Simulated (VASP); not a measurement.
**KFeSi: single point with PBE**

KFeSi:

```
K Fe Si
1.0
     4.27561    0.00000    0.00000
    -2.13780    3.70279    0.00000
     0.00000    0.00000    4.28628
K Fe Si
1 1 1
Direct
  0.33333 0.66667 0.50000
  0.66667 0.33333 0.00000
  0.00000 0.00000 0.50000
```

The cell was built by a generator and needn't be a form met in nature.

```json
{
 "Program": "VASP 6.6.1",
 "Task": "single point",
 "Functional": "PBE",
 "Potentials or basis": "VASP PAW PBE potentials, release 64 (K_sv, Fe, Si)",
 "Cutoff": "520 eV",
 "k mesh": "7 × 7 × 6",
 "Occupations": "fermi-dirac, width 0.05 eV",
 "Spin": "collinear spin, ferromagnetic start",
 "Starting moments": "[0.0, 3.0, 0.0] μB",
 "Further INCAR settings": "ALGO = Normal; EDIFF = 1e-07; NBANDS = 22"
}
```

- Pressure: 9.1 GPa
- Band gap on the k mesh: none (metal or under the smearing width)
- Net moment: 2.90 μB per cell
- Site moments: K -0.04; Fe +3.16; Si -0.09 μB
- Valence electrons inside the program's atomic spheres: K 7.79; Fe 6.58; Si 1.62

Stress tensor (GPa, compression positive):
```
18.52  0.00  0.00
 0.00 18.52  0.00
 0.00  0.00 -9.79
```

Levels at points of the mesh, in eV from the Fermi level:
Spin up:
```
           k point  band 8  band 9  band 10  band 11  band 12  band 13  band 14  band 15  band 16  band 17
(0.00, 0.00, 0.00)   -2.92   -2.58    -2.58    -0.48    -0.18    -0.18     0.34     4.78     6.62     6.62
(0.00, 0.00, 0.50)   -2.92   -2.80    -2.80    -2.66     0.48     0.48     4.05     4.57     5.14     5.14
```
Spin down:
```csv
k point,band 7,band 8,band 9,band 10,band 11,band 12
"(0.00, 0.00, 0.00)",-0.87,-0.83,-0.02,-0.02,0.23,0.50
"(0.00, 0.00, 0.50)",-1.09,-1.09,-0.08,-0.08,0.57,1.09
```

It took 91 s on 1 thread of Intel(R) Xeon(R) Platinum 8488C (Sapphire Rapids), with other jobs on the host, peak memory 0.25 GiB.
